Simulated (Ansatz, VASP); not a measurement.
## Cross-check of SnMoSeSO2 (2H-MoSSe under 1T-SnO2, AB) between VASP and Ansatz

One calculation is typed for both programs; each brings its own data sets. How far apart do they land? The structure shown is the start of the Ansatz relaxation below; VASP solves that cell, so the two are compared at the walk's first step.

Program: Ansatz 0.2.0. Level of theory: plane waves, with VASP 6.6.1 beside it; single point at PBE with D3(BJ). Results are calculated unless marked as measured.

## (1) The structure

The cell holds 6 atoms: 1 Se, 1 Mo, 1 S, 2 O and 1 Sn. Its edges and angles: a = 3.235 Å, b = 3.235 Å, c = 40.064 Å, α = 90.0°, β = 90.0°, γ = 120.0°. Vacuum lies along c. The height across the vacuum is the one that the program set for its solve, not the one typed.

## (2) Ansatz: relaxation, PBE with D3(BJ)

Ansatz runs on its default PAW (the set named soft_2) files.

The two programs are compared at the cell with which this relaxation starts, whose forces are those of its first step.

input.yaml

```yaml
crystal:
  lattice:
    - [3.235, 0.0, 0.0]
    - [-1.6175, 2.8015921812, 0.0]
    - [0.0, 0.0, 26.1319257602]
  atoms:
    - { symbol: Se, position: [0.3333333333, 0.6666666667, 0.3444063052] }
    - { symbol: Mo, position: [0.0, 0.0, 0.4136099867] }
    - { symbol: S, position: [0.3333333333, 0.6666666667, 0.4742502138] }
    - { symbol: O, position: [0.0, 0.0, 0.5871389472] }
    - { symbol: Sn, position: [0.3333333333, 0.6666666667, 0.621366321] }
    - { symbol: O, position: [0.6666666667, 0.3333333333, 0.6555936948] }
  periodic: [true, true, false]
kpoints:
  mp_grid: { grid: [12, 12, 1] }
hamiltonian:
  xc: pbe
  dispersion: d3bj
scf:
  occupations: { method: fermi_dirac, width: 0.05 }
  convergence: { dr2_threshold: 1.0e-09 }
relax:
  f_tol: 0.004
  max_steps: 90
  cell: {}
output:
  write_potential: true
  write_density: true
  volumetric_format: npy
```

Command:

```console
ansatz run input.yaml --threads 4 --pin off --max-ram 6144MiB --backend cpu --events-out ev --progress --plain --runs-dir out
```

Numbers of over 12 decimals in the logs are rounded to 6 here.

What it wrote:

```text
Warning: crystal.periodic: the lattice vector that does not repeat stood 0.000° off the slab's normal, 26.132 Å along it as the deck builds it. The run solves the slab on a vector along the normal, 40.064 Å long, with every atom where it was (on the deck's vector they left 18.00 Å outside them, and the widest stretch free of ions among them is 2.95 Å). A fractional position that the run reports is one of the run's ce [...]
Warning: relax.cell: scf.convergence.dr2_threshold = 1e-9 eV is looser than the 1.82500217285e-10 eV advised for a relaxation that steers and ends on the stress (1e-10 eV for each atom of the cell: 6, times the square of relax.cell.stress_2d_tol = 0.05 N/m over 18.1 Å (the atoms' height at the walk's start and 5 Å past either face), 2.758e-2 GPa, over a crystal's default 0.05). What an SCF threshold leaves in a stress goes as its square root, and in the free energy as the threshold itself, and one threshold admits the most on a small cell: [figures from the program's tests cut] Set scf.convergence.dr2_threshold to 1.82500217285e-10 eV or tighter. [rest of the remark cut]
crystal.periodic: the lattice vector that does not repeat stood 0.000° off the slab's normal, 26.132 Å along it as the deck builds it. The run solves the slab on a vector along the normal, 40.064 Å long, with every atom where it was (on the deck's vector they left 18.00 Å outside them, and the widest stretch free of ions among them is 2.95 Å). A fractional position that the run reports is one of the run's cell, which [...]
Engine: ansatz 0.2.0, x86_64-unknown-linux-gnu
Pseudopotentials: kind: paw
Pseudopotential: Se, paw, valence charge 16, recommended cutoff 420 eV (normal), Se.paw.azcp
Pseudopotential: Mo, paw, valence charge 14, recommended cutoff 420 eV (normal), Mo.paw.azcp
Pseudopotential: S, paw, valence charge 6, recommended cutoff 420 eV (normal), S.paw.azcp
Pseudopotential: O, paw, valence charge 6, recommended cutoff 420 eV (normal), O.paw.azcp
Pseudopotential: Sn, paw, valence charge 14, recommended cutoff 420 eV (normal), Sn.paw.azcp
Functional definition: PBE
  parameter kappa = 0.804
  parameter beta = 0.066725
[...]
relax step   7: F+E_penalty+E_count = -18489.58293629 eV  Δ(F+E_penalty+E_count) = +6.548e-5 eV  max|allowed force component| = 1.287e-3 eV/Å  Δτ_max = 0.0011 Å  P = -0.010 N/m  Ω = 359.646 Å³  energy of the carried Pulay correction = +1.946e-3 eV  fix = [c, alpha, beta]  reactions: c -0.000 N/m  (8 SCF iters, accepted)
Initial wavefunctions: pseudopotential atomic-orbital guess (no wavefunctions were taken with the density)
iter 1 solved again at ethr=3.05e-7 eV; its pass at ethr=3.10e-3 eV (dr2=1.89e-4 eV) is discarded
SCF iter   1: F=—  HF=-18489.581210 eV  |F-HF|=—  |Δ(HF+E_count)|=         —  Δρ=2.85e-5  dr2=4.35e-7  ethr=3.05e-7  ⟨swp⟩=6.4  Hψ=8539  notcnv=0
preconditioner: auto → Resta (q_TF=auto, 2.035 Å⁻¹)  ε∞=1.9  [insulator: Δε(μ)=1.041 eV  Ē_g=13.635 eV  σ=0.050 eV  W_gap=1.00  n_scr=24 (ndim 8)  ℏωp=13.0 eV  f_vac=0.719  D(μ)=0.00/eV (n_scr^D=0)  ε∞_Penn≈1.9  vacuum switching on, ρ_ref=1.3e-2 e/Å³]
SCF iter   2: F=—  HF=-18489.581083 eV  |F-HF|=—  |Δ(HF+E_count)|=   1.27e-4  Δρ=1.39e-5  dr2=1.75e-7  ethr=7.02e-10  ⟨swp⟩=5.0  Hψ=2289  notcnv=0
SCF iter   3: F=—  HF=-18489.581083 eV  |F-HF|=—  |Δ(HF+E_count)|=   1.45e-7  Δρ=6.67e-6  dr2=2.54e-8  ethr=2.82e-10  ⟨swp⟩=3.0  Hψ=1145  notcnv=0
SCF iter   4: F=—  HF=-18489.581083 eV  |F-HF|=—  |Δ(HF+E_count)|=   4.85e-8  Δρ=1.48e-6  dr2=1.61e-8  ethr=4.10e-11  ⟨swp⟩=3.0  Hψ=1440  notcnv=0
SCF iter   5: F=—  HF=-18489.581083 eV  |F-HF|=—  |Δ(HF+E_count)|=   2.14e-9  Δρ=4.61e-7  dr2=1.55e-9  ethr=2.59e-11  ⟨swp⟩=2.3  Hψ=894  notcnv=0
SCF iter   6: F=—  HF=-18489.581083 eV  |F-HF|=—  |Δ(HF+E_count)|=  1.93e-10  Δρ=3.89e-7  dr2=1.29e-9  ethr=1.61e-12  ⟨swp⟩=19.7  Hψ=6569  notcnv=0
SCF iter   7: F=-18489.581083 eV  HF=-18489.581083 eV  |F-HF|=2.47e-10  |Δ(HF+E_count)|=  6.55e-11  Δρ=1.76e-7  dr2=5.54e-11  ethr=1.61e-12  ⟨swp⟩=10.1  Hψ=5064  notcnv=0
SCF 8 converged in 7 iterations: F = -18489.581083 eV  dr2 = 5.54e-11
relax step   8: F+E_penalty+E_count = -18489.58108270 eV  Δ(F+E_penalty+E_count) = +1.854e-3 eV  max|allowed force component| = 1.233e-3 eV/Å  Δτ_max = 0.0000 Å  P = -0.042 N/m  Ω = 359.646 Å³  fix = [c, alpha, beta]  reactions: c -0.000 N/m  stress off target by 4.25e-2 N/m on what of the cell is left free  SCF on the basis re-selected at this cell (its energy is not comparable with the rows above)  (7 SCF iters)
basis re-selected at this cell: Δ(F+E_penalty+E_count) = +1.854e-3 eV, ΔP = -0.033 N/m vs the last step (what re-selecting the basis moved, of the pressure what is left beyond the Pulay correction that the steps carried, after the strain that the cell walked since its last selection, with what the two solves' SCF thresholds leave and, on support functions, any second-order correction that the steps lacked; it is no m [...]
WARN: The output density's exchange-correlation potential varies sharply where the density is thin. Do not read a vacuum level from v_tot or v_xc, or from such a field of the output density. On a cell that repeats whose density bears no net charge and no dipole along the vacuum's axis use v_es (v_loc + v_h of the components); under efield.dipole_correction with no amplitude use v_es + v_field, which holds any externa [...]
SCF converged after 7 iterations
Free energy (F): -18489.581083 eV
Harris-Foulkes:  -18489.581083 eV  (|F-HF|=2.47e-10)
Internal energy: -18489.581082 eV  (E = F + TS)
E sigma→0 (E₀):  -18489.581082 eV
Entropy (-TS):   -0.000001 eV (-0.000 meV/atom)
Fermi energy:    -5.259399 eV
--- Per-component energies (eV) ---
  E_band       = -1594.072758
  E_kinetic    = 1206.430202
  E_local      = -257499.067239  (includes V_loc(G=0)·N_el)
  E_nonlocal   = -358.050372
  E_hartree    = 128063.030121
  E_xc         = -913.070327
  E_vxc        = -697.509365  (∫ρ·V_xc dr)
  E_paw        = -10175.169382  (= ΣΔE_a)
  E_vpaw       = -371.940163  (= ΣTr[D̂ρ^β])
  E_aug_tail   = 0.004248  (compensation charges beyond the density's cutoff)
  E_ewald      = 121187.918697
  E_disp       = -1.607029  (pairwise vdW)
  E_smearing   = -0.000001  (= −TS)
  E_closure    = -0.000000  (closes the sum)
  Σ components = -18489.581083   (vs F -18489.581083, Δ=0.00e0)
--- Forces (eV/Å), atoms counted from 1 ---
  atom   1  Se     0.00000000     0.00000000     0.00034320
  atom   2  Mo     0.00000000     0.00000000    -0.00073885
  atom   3  S      0.00000000     0.00000000     0.00007107
  atom   4  O      0.00000000     0.00000000     0.00123237
  atom   5  Sn    -0.00000000     0.00000000    -0.00032252
  atom   6  O     -0.00000000     0.00000000    -0.00058640
  max |Σ_I F_I| component: 1.14e-6 eV/Å
--- 2D stress c σ (N/m, compression-positive) ---
       -0.042495      -0.000000       0.000000
       -0.000000      -0.042495       0.000000
        0.000000       0.000000      -0.000000
  P = ½ c Tr σ = -0.0425 N/m
--- Band table (eV; the first three rows and the last of 19) ---
  k-point 0: bands = ["-66.6015", "-53.2017", "-53.2017", "-53.1583", "-53.1583", "-53.1423", "-40.7644", "-40.5452", "-40.5452", "-27.6568", "-27.4466", "-27.4466", "-27.2503", "-27.2503", "-25.5929", "-23.9037", "-20.1058", "-18.8036", "-11.5926", "-11.1774", "-8.9708", "-8.9708", "-8.5580", "-8.5218", "-8.5218", "-8.2597", "-8.2597", "-7.6222", "-6.9583", "-6.9583", "-5.9623", "-4.7705", "-2.9199", "-2.9199", "-2.5890", "-2.5890", "-1.9620", "-1.0729"]
  k-point 1: bands = ["-66.5993", "-53.2017", "-53.2013", "-53.1584", "-53.1583", "-53.1421", "-40.7597", "-40.5679", "-40.5503", "-27.6302", "-27.5006", "-27.4312", "-27.2673", "-27.2511", "-25.5461", "-23.7947", "-20.0047", "-18.7537", "-11.6098", "-11.1879", "-9.3484", "-9.1606", "-8.8110", "-8.5512", "-8.4327", "-8.2983", "-8.1807", "-7.7702", "-7.0943", "-6.8878", "-5.9065", "-4.5698", "-3.1021", "-2.9395", "-2.8317", "-2.6532", "-1.6983", "-0.9011"]
  k-point 2: bands = ["-66.5935", "-53.2016", "-53.2002", "-53.1588", "-53.1585", "-53.1416", "-40.7469", "-40.6295", "-40.5644", "-27.6885", "-27.5239", "-27.3925", "-27.2952", "-27.2496", "-25.3997", "-23.5187", "-19.7151", "-18.6121", "-11.9590", "-11.0047", "-10.0301", "-9.5396", "-9.1465", "-9.0036", "-8.4926", "-8.3216", "-8.0432", "-7.9567", "-7.3213", "-6.9367", "-6.0447", "-4.0212", "-3.6040", "-3.0883", "-3.0380", "-2.3524", "-1.0887", "-0.4882"]
  k-point 18: bands = ["-66.5654", "-53.1986", "-53.1982", "-53.1601", "-53.1594", "-53.1392", "-40.7948", "-40.7554", "-40.6856", "-27.8815", "-27.8736", "-27.2756", "-27.2751", "-27.2459", "-23.3520", "-23.2933", "-17.9240", "-17.7393", "-14.1297", "-11.3511", "-11.3314", "-11.0596", "-10.4082", "-10.4081", "-9.8638", "-9.2596", "-8.8026", "-7.9531", "-7.9493", "-7.9267", "-5.8112", "-4.1538", "-2.9805", "-2.4322", "-1.5078", "-1.0829", "1.1352", "1.4071"]
  the weakly bound empty levels are not read free of the cell's end (no_gap_told)
--- Relaxed structure (7 steps of the walk, 7 accepted, 1 SCFs on fresh bases) ---
  F+E_penalty+E_count = -18489.58108270 eV   max|allowed force component| = 1.233e-3 eV/Å   (the final SCF, on the basis selected at the relaxed cell)
  cell:  # Å, volume = 359.6465 Å³
    - [3.219558, -1.1429399603556182e-18, 0]
    - [-1.609779, 2.788219, 0]
    - [0, 0, 40.063852]
  atoms:
    - { symbol: Se, position: [0.333333, 0.666667, 0.228665] }
    - { symbol: Mo, position: [-2.2998036086134328e-17, -3.083952846216894e-17, 0.271319] }
    - { symbol: S, position: [0.333333, 0.666667, 0.309402] }
    - { symbol: O, position: [-1.7171605877441426e-17, -3.083952846216891e-17, 0.378148] }
    - { symbol: Sn, position: [0.333333, 0.666667, 0.403430] }
    - { symbol: O, position: [0.666667, 0.333333, 0.428662] }
```

## (3) VASP: single point, PBE with D3(BJ), start cell

The same cell, functional, mesh and smearing now go to VASP, with its own data sets.

Lines of VASP's logs that name or quote its potential files are left out, and so is its time.

INCAR

```
SYSTEM = SnMoSeSO2
PREC = Accurate
ENCUT = 520
EDIFF = 1E-06
NELM = 120
ISMEAR = -1
SIGMA = 0.05
LREAL = .FALSE.
ALGO = Normal
GGA = PE
IVDW = 12
NBANDS = 32
LASPH = .TRUE.
LORBIT = 11
LWAVE = .FALSE.
LCHARG = .FALSE.
ISIF = 2
LDIPOL = .TRUE.
IDIPOL = 3
DIPOL = 0.5 0.5 0.337
LVHAR = .TRUE.
GGA_COMPAT = .FALSE.
EFERMI = MIDGAP
NELMDL = -8
KPAR = 2
```

POSCAR

```
SnMoSeSO2
1.0
    3.2350000000      0.0000000000      0.0000000000
   -1.6175000000      2.8015920000      0.0000000000
    0.0000000000      0.0000000000     40.0638520000
Se Mo S O Sn
1 1 1 2 1
Direct
    0.3333333333      0.6666666667      0.2246414049
    0.0000000000      0.0000000000      0.2697799752
    0.3333333333      0.6666666667      0.3093329868
    0.0000000000      0.0000000000      0.3829654473
    0.6666666667      0.3333333333      0.4276155473
    0.3333333333      0.6666666667      0.4052905098
```

KPOINTS

```
Automatic mesh
0
Gamma
12 12 1
0 0 0
```

PAW data sets: Se, Mo_sv, S, O and Sn_d (PBE family, release 64).

Command:

```console
mpirun -np 2 vasp_std
```

What it wrote:

```text
[banner, memory and clock lines left out]
running    2 mpi-ranks, on    1 nodes
 distrk:  each k-point on    1 cores,    2 groups
 distr:  one band on    1 cores,    1 groups

 POSCAR found type information on POSCAR SeMoS O Sn
 POSCAR found :  5 types and       6 ions
 LDA part: xc-table for (Slater+PW92), standard interpolation
 POSCAR, INCAR and KPOINTS ok, starting setup
 FFT: planning ... GRIDC
 FFT: planning ... GRID_SOFT
 FFT: planning ... GRID
 WAVECAR not read
 entering main loop
       N       E                     dE             d eps       ncg     rms          rms(c)
DAV:   1     0.524267765253E+03    0.52427E+03   -0.24646E+04  1536   0.139E+03
DAV:   2     0.223224689076E+02   -0.50195E+03   -0.49094E+03  1616   0.344E+02
DAV:   3    -0.410926646425E+02   -0.63415E+02   -0.62984E+02  1552   0.139E+02
DAV:   4    -0.434312412133E+02   -0.23386E+01   -0.23149E+01  1528   0.305E+01
DAV:   5    -0.435132934683E+02   -0.82052E-01   -0.81990E-01  1560   0.517E+00
DAV:   6    -0.435158736763E+02   -0.25802E-02   -0.25800E-02  1656   0.907E-01
DAV:   7    -0.435159489075E+02   -0.75231E-04   -0.75231E-04  1728   0.143E-01
DAV:   8    -0.435159495867E+02   -0.67920E-06   -0.67908E-06  1544   0.138E-02    0.217E+01
DAV:   9    -0.393904842354E+02    0.41255E+01   -0.26952E+01  1792   0.502E+01    0.904E+00
DAV:  10    -0.391710379086E+02    0.21945E+00   -0.66068E+00  1328   0.163E+01    0.594E+00
DAV:  11    -0.388069897074E+02    0.36405E+00   -0.19054E+00  1312   0.744E+00    0.242E+00
DAV:  12    -0.387931791487E+02    0.13811E-01   -0.19891E-01  1648   0.281E+00    0.845E-01
DAV:  13    -0.387827063958E+02    0.10473E-01   -0.52172E-02  1520   0.164E+00    0.478E-01
DAV:  14    -0.387811949667E+02    0.15114E-02   -0.14650E-02  1720   0.731E-01    0.178E-01
[...]
DAV:  22    -0.387810789097E+02   -0.34121E-04   -0.88609E-07  1104   0.498E-03    0.295E-03
DAV:  23    -0.387811299659E+02   -0.51056E-04   -0.20856E-06  1120   0.625E-03    0.153E-03
DAV:  24    -0.387811490371E+02   -0.19071E-04   -0.44094E-07  1064   0.330E-03    0.891E-04
DAV:  25    -0.387811650870E+02   -0.16050E-04   -0.43036E-07  1024   0.249E-03    0.566E-04
DAV:  26    -0.387811691394E+02   -0.40524E-05   -0.56778E-08  1016   0.148E-03    0.444E-04
DAV:  27    -0.387811738106E+02   -0.46713E-05   -0.10243E-07   960   0.112E-03    0.400E-04
DAV:  28    -0.387811759601E+02   -0.21495E-05   -0.57023E-08   992   0.863E-04    0.167E-04
DAV:  29    -0.387811765096E+02   -0.54951E-06   -0.14356E-08   952   0.569E-04
   1 F= -.40337518E+02 E0= -.40337517E+02  d E =-.414362E-06
```

[end of part 1 of 2]

[Lines on the potential files, build, host, timing and source positions are cut from VASP's logs without a mark.]

[Logs are printed without paths, hosts, clocks, repeated set-up lines and the standing remarks that a program may print on its own settings, such as how far it seeks lower states.]

[Hosts, paths, dates, database ids (printed as entryN), source tags and the programs' standing remarks are cut or masked in the printed files.]
